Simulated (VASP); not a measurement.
Input:

```
H
1.0
    2.56702     0.00000     0.00000
   -1.28351     2.22311     0.00000
    0.00000     0.00000     1.56130
H
3
Direct
  0.00000   0.00000   0.00000
  0.33333   0.66667   0.50000
  0.66667   0.33333   0.50000
```

Method: LDA (Ceperley-Alder, Perdew-Zunger), VASP's LDA PAW potentials (set 64) (plane waves; VASP). Settings: 300 eV cut-off, 10×10×14 Γ-centred mesh, Gaussian smearing of 0.050 eV, potentials H.

At this cut-off the stress carries a Pulay error, which pulls relaxed volumes low.

Q: Give the stress tensor in GPa (positive for a compressed cell).

A: 
```
-13.24    0.00    0.00
  0.00  -13.24    0.00
  0.00    0.00    4.04
```
The pressure is its mean diagonal, -7.48 GPa.

The structure was generated: H2 was put into an ordered model structure, which need not be its known phase. The cell was not relaxed at this level.
